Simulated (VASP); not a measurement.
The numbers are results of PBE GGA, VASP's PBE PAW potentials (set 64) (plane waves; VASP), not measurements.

Input for VASP

File KPOINTS:
```
Automatic mesh
0
Gamma
3 3 3
0 0 0
```

**INCAR**
```
# general
SYSTEM  = NaSnBr3
PREC    = Accurate
ENCUT   = 300   # plane-wave cut-off (eV)
LREAL   = .FALSE.   # projection in real space or not
LASPH   = .TRUE.   # aspherical one-centre terms

# electronic loop
EDIFF   = 1E-6
NELM    = 100   # most electronic steps
ALGO    = Normal
LMAXMIX = 4   # l cut-off of mixed one-centre charges

# smearing
ISMEAR  = 0   # Gaussian
SIGMA   = 0.136

# functional
GGA     = PE   # PBE

# ions
ISIF    = 2   # forces and stress, cell fixed

# output
LWAVE   = .FALSE.
LCHARG  = .FALSE.
```

**POSCAR**
```
NaSnBr3
1.0
  5.4165920000   0.0000000000   0.0000000000
  0.0000000000   5.4165920000   0.0000000000
  0.0000000000   0.0000000000   5.4165920000
Na Sn Br
1 1 3
direct
  0.0000000000   0.0000000000   0.0000000000
  0.5000000000   0.5000000000   0.5000000000
  0.0000000000   0.5000000000   0.5000000000
  0.5000000000   0.5000000000   0.0000000000
  0.5000000000   0.0000000000   0.5000000000
```

POTCAR, in this order: Na_pv Sn_d Br (PBE.64 set). Program: vasp_std.

Output of the run:

### OSZICAR
```
       N       E                     dE             d eps       ncg     rms          rms(c)
DAV:   1     0.331011307363E+03    0.33101E+03   -0.14938E+04   216   0.122E+03
DAV:   2     0.239226751154E+02   -0.30709E+03   -0.30243E+03   234   0.336E+02
DAV:   3    -0.137907189058E+02   -0.37713E+02   -0.37613E+02   237   0.133E+02
DAV:   4    -0.147691062595E+02   -0.97839E+00   -0.97747E+00   239   0.254E+01
DAV:   5    -0.147897720525E+02   -0.20666E-01   -0.20659E-01   255   0.344E+00    0.916E+00
DAV:   6    -0.144374683449E+02    0.35230E+00   -0.53288E-01   222   0.370E+00    0.529E+00
DAV:   7    -0.143511318241E+02    0.86337E-01   -0.37860E-01   222   0.268E+00    0.982E-01
DAV:   8    -0.143426697129E+02    0.84621E-02   -0.38178E-02   223   0.151E+00    0.183E-01
DAV:   9    -0.143420512507E+02    0.61846E-03   -0.52520E-03   247   0.615E-01    0.727E-02
DAV:  10    -0.143420383730E+02    0.12878E-04   -0.47410E-04   222   0.171E-01    0.432E-02
DAV:  11    -0.143420519138E+02   -0.13541E-04   -0.11863E-04   247   0.919E-02    0.199E-02
DAV:  12    -0.143420519230E+02   -0.91641E-08   -0.90589E-06   256   0.236E-02
   1 F= -.14342052E+02 E0= -.14342052E+02  d E =-.266232E-11
```

File OUTCAR:
```
------------------------ aborting loop because EDIFF is reached ----------------------------------------
  FORCE on cell =-STRESS in cart. coord.  units (eV):
  Direction    XX          YY          ZZ          XY          YZ          ZX
  --------------------------------------------------------------------------------------
  Total        5.9716807      5.9716807      5.9716807      0.0000000      0.0000000      0.0000000
  in kB       60.2044772     60.2044772     60.2044772      0.0000000      0.0000000      0.0000000
  external PRESSURE =      60.2044772 kB  Pullay stress =       0.0000000 kB
  volume of cell :      158.92
      direct lattice vectors                 reciprocal lattice vectors
     5.416592000  0.000000000  0.000000000     0.184617930  0.000000000  0.000000000
     0.000000000  5.416592000  0.000000000     0.000000000  0.184617930  0.000000000
     0.000000000  0.000000000  5.416592000     0.000000000  0.000000000  0.184617930
 POSITION                                       TOTAL-FORCE (eV/Angst)
 -----------------------------------------------------------------------------------
      0.00000      0.00000      0.00000         0.000000      0.000000      0.000000
      2.70830      2.70830      2.70830         0.000000      0.000000      0.000000
      0.00000      2.70830      2.70830         0.000000      0.000000      0.000000
      2.70830      2.70830      0.00000         0.000000      0.000000      0.000000
      2.70830      0.00000      2.70830         0.000000      0.000000      0.000000
 -----------------------------------------------------------------------------------
    total drift:                                0.000000     -0.000000     -0.000000
  FREE ENERGIE OF THE ION-ELECTRON SYSTEM (eV)
  ---------------------------------------------------
  free  energy   TOTEN  =       -14.3420519230 eV

  energy  without entropy=      -14.3420519230  energy(sigma->0) =      -14.34205192
```
(Selected blocks of OUTCAR.)

At this cut-off the stress carries a Pulay error, which pulls relaxed volumes low.

The structure was generated: NaSnBr3 was put into an ordered model structure, which need not be its known phase. The cell was not relaxed at this level.
